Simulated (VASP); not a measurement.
Computed with PBEsol GGA, VASP's PBE PAW potentials (set 64) (plane waves; VASP).

VASP ran on this input.

**INCAR**
```
LWAVE  =  F
LASPH  =  T
LCHARG  =  T
LORBIT  =  11   # lm-projected
LREAL  =  F   # projection in real space or not
NEDOS  =  601   # DOS grid
LMAXMIX  =  4   # l cut-off of mixed one-centre charges
NELM  =  100
SYSTEM  =  Bi
ALGO  =  Normal
EDIFF  =  1E-7
PREC  =  Accurate
ENCUT  =  520
ISIF  =  2   # forces and stress, cell fixed
ISMEAR  =  -5
GGA  =  PS
```

File POSCAR:
```
Bi
8.1847620
  0.4999999868  -0.2763371373  -0.0019965027
  0.4999999868   0.2763371373  -0.0019965027
  0.3490891794   0.0000000000   0.4522200032
Bi
2
Direct
  0.2365934577   0.2365934577   0.2365934577
  0.7634065423   0.7634065423   0.7634065423
```

### KPOINTS
```
K-points
0
Gamma
 11 11 11
0 0 0
```

POTCAR, in this order: Bi_d (PBE.64 set). Program: vasp_std.

Output

### OSZICAR
```
       N       E                     dE             d eps       ncg     rms          rms(c)
DAV:   1     0.294243864921E+03    0.29424E+03   -0.16668E+04  5548   0.191E+03
DAV:   2     0.151565704895E+02   -0.27909E+03   -0.27506E+03  5566   0.459E+02
DAV:   3    -0.779616407768E+01   -0.22953E+02   -0.22648E+02  6483   0.155E+02
DAV:   4    -0.858219485843E+01   -0.78603E+00   -0.78480E+00  6209   0.310E+01
DAV:   5    -0.862226616506E+01   -0.40071E-01   -0.40082E-01  7418   0.632E+00    0.106E+00
DAV:   6    -0.861131969973E+01    0.10946E-01   -0.24240E-02  6677   0.184E+00    0.615E-01
DAV:   7    -0.860689874562E+01    0.44210E-02   -0.14735E-02  6708   0.157E+00    0.119E-01
DAV:   8    -0.860685904530E+01    0.39700E-04   -0.16707E-03  6053   0.557E-01    0.165E-02
DAV:   9    -0.860686102012E+01   -0.19748E-05   -0.82918E-05  7573   0.101E-01    0.912E-03
DAV:  10    -0.860685973606E+01    0.12841E-05   -0.50764E-06  6528   0.209E-02    0.160E-03
DAV:  11    -0.860685985292E+01   -0.11686E-06   -0.39100E-07  4928   0.552E-03    0.753E-04
DAV:  12    -0.860685973024E+01    0.12268E-06   -0.92852E-08  3134   0.428E-03    0.250E-04
DAV:  13    -0.860685977193E+01   -0.41692E-07   -0.33837E-08  2876   0.262E-03
   1 F= -.86068598E+01 E0= -.86068598E+01  d E =0.000000E+00
```

**OUTCAR**
```
------------------------ aborting loop because EDIFF is reached ----------------------------------------
  FORCE on cell =-STRESS in cart. coord.  units (eV):
  Direction    XX          YY          ZZ          XY          YZ          ZX
  --------------------------------------------------------------------------------------
  Total        0.0051773      0.0189220      0.0174048      0.0000000      0.0000000     -0.0045666
  in kB        0.1206892      0.4410962      0.4057277      0.0000000      0.0000000     -0.1064534
  external PRESSURE =       0.3225044 kB  Pullay stress =       0.0000000 kB
  volume of cell :       68.73
      direct lattice vectors                 reciprocal lattice vectors
     4.092380892 -2.261753700 -0.016340899     0.121802823 -0.221067396 -0.094025136
     4.092380892  2.261753700 -0.016340899     0.121802823  0.221067396 -0.094025136
     2.857211851  0.000000000  3.701313097     0.001075493  0.000000000  0.269344166
 POSITION                                       TOTAL-FORCE (eV/Angst)
 -----------------------------------------------------------------------------------
      2.61246      0.00000      0.86797         0.014755      0.000000      0.004902
      8.42951      0.00000      2.80066        -0.014755      0.000000     -0.004902
 -----------------------------------------------------------------------------------
    total drift:                               -0.000000      0.000000     -0.000000
  FREE ENERGIE OF THE ION-ELECTRON SYSTEM (eV)
  ---------------------------------------------------
  free  energy   TOTEN  =        -8.6068597719 eV

  energy  without entropy=       -8.6068597719  energy(sigma->0) =       -8.60685977

 total charge

# of ion       s       p       d       tot
------------------------------------------
    1        1.525   1.357   9.915  12.797
    2        1.525   1.357   9.915  12.797
--------------------------------------------------
tot          3.050   2.715  19.830  25.594
```
(Selected blocks of OUTCAR.)

For a metal the tetrahedron method with Blöchl corrections gives inexact stress and forces.

The compound is Bi in the a7 structure. It was relaxed first.
